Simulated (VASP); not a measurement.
VASP input:

INCAR:
```
ALGO  =  Normal
EDIFF  =  1E-6
EDIFFG  =  -0.01
ENCUT  =  520
GGA  =  PS
IBRION  =  2
ISIF  =  3
ISMEAR  =  1
LASPH  =  .TRUE.
LCHARG  =  .FALSE.
LMAXMIX  =  4
LREAL  =  .FALSE.
LWAVE  =  .FALSE.
NELM  =  100
NSW  =  60
PREC  =  Accurate
SIGMA  =  0.1
SYSTEM  =  NbV3N4
```

KPOINTS:
```
Automatic mesh
0
Gamma
8 8 8
0 0 0
```

POSCAR:
```
NbV3N4
1
    4.2025000000     0.0000000000     0.0000000000
    0.0000000000     4.2025000000     0.0000000000
    0.0000000000     0.0000000000     4.2025000000
V N Nb
3 4 1
Direct
  0.0000000000   0.0000000000   0.0000000000
  0.5000000000   0.5000000000   0.0000000000
  0.5000000000   0.0000000000   0.5000000000
  0.5000000000   0.5000000000   0.5000000000
  0.0000000000   0.0000000000   0.5000000000
  0.0000000000   0.5000000000   0.0000000000
  0.5000000000   0.0000000000   0.0000000000
  0.0000000000   0.5000000000   0.5000000000
```

POTCAR, in this order: V_sv N Nb_sv (PBE.64 set). Program: vasp_std.

### Question
Translate this PBEsol calculation to Quantum ESPRESSO's pw.x.

### Answer
One equivalent input (not run):
```
&CONTROL
  calculation = 'vc-relax'
  pseudo_dir = './pseudo'
  outdir = './out'
  tprnfor = .true.
  tstress = .true.
  nstep = 60
  forc_conv_thr = 0.00039
/
&SYSTEM
  ibrav = 0
  nat = 8
  ntyp = 3
  ecutwfc = 84
  occupations = 'smearing'
  smearing = 'methfessel-paxton'
  degauss = 0.00735
  input_dft = 'pbesol'
/
&ELECTRONS
  conv_thr = 7.3e-08
  electron_maxstep = 100
/
&IONS
/
&CELL
/
ATOMIC_SPECIES
  V 50.941 V.upf
  N 14.007 N.upf
  Nb 92.906 Nb.upf
CELL_PARAMETERS angstrom
     4.2025000    0.0000000    0.0000000
     0.0000000    4.2025000    0.0000000
     0.0000000    0.0000000    4.2025000
ATOMIC_POSITIONS crystal
  V    0.0000000  0.0000000  0.0000000
  V    0.5000000  0.5000000  0.0000000
  V    0.5000000  0.0000000  0.5000000
  N    0.5000000  0.5000000  0.5000000
  N    0.0000000  0.0000000  0.5000000
  N    0.0000000  0.5000000  0.0000000
  N    0.5000000  0.0000000  0.0000000
  Nb   0.0000000  0.5000000  0.5000000
K_POINTS automatic
  8 8 8 0 0 0
```
Limits of the translation: the potentials are each code's own (VASP's PAW set, PseudoDojo norm-conserving files in pw.x), so ENCUT and ecutwfc are chosen apart and not converted; conv_thr bounds pw.x's estimated SCF error, while EDIFF bounds the energy change between steps; forc_conv_thr acts on force components and is met together with etot_conv_thr.

The structure was generated: NbV3N4 was put into an ordered model structure (Pm-3m), which need not be its known phase. This run relaxes it. Symmetry was kept, so distortions that lower it aren't found.
